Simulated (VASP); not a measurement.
Crystal: HfO2.

```
Hf O
1.0
     0.00000    2.55750    2.55750
     2.55750    0.00000    2.55750
     2.55750    2.55750    0.00000
Hf O
1 2
Direct
  0.00000 0.00000 0.00000
  0.25000 0.25000 0.25000
  0.75000 0.75000 0.75000
```

Measurements of this composition are mostly on another form, of space group No. 14.

```yaml
Program: VASP 6.6.1
Task: relaxation of cell and atoms
Functional: PBE
Potentials_or_basis: VASP PAW PBE potentials, release 64 (Hf_pv, O)
Cutoff: 600 eV
k_mesh: 8 × 8 × 8
Occupations: gaussian, width 0.02 eV
Spin: no spin polarisation
```

At the start: pressure -6.2 GPa; volume 11.15 Å³/atom.

How do energy, volume and symmetry change on relaxing?

Over 3 steps the energy falls by 5.7 meV/atom and the volume is 10.87 Å³/atom (-2.6 %); space group Fm-3m (No. 225, to 0.05 Å).

Step by step:
```
step  energy change (eV)  largest force (eV/Å)  pressure (GPa)  volume (Å³)
   1              0.0000                0.0000           -6.23        33.46
   2              0.0194                0.0000           10.19        31.40
   3             -0.0172                0.0000           -0.06        32.60
```

Final structure:
```
Hf O
1.0
     0.00000    2.53546    2.53546
     2.53546    0.00000    2.53546
     2.53546    2.53546    0.00000
Hf O
1 2
Direct
  0.00000 0.00000 0.00000
  0.25000 0.25000 0.25000
  0.75000 0.75000 0.75000
```
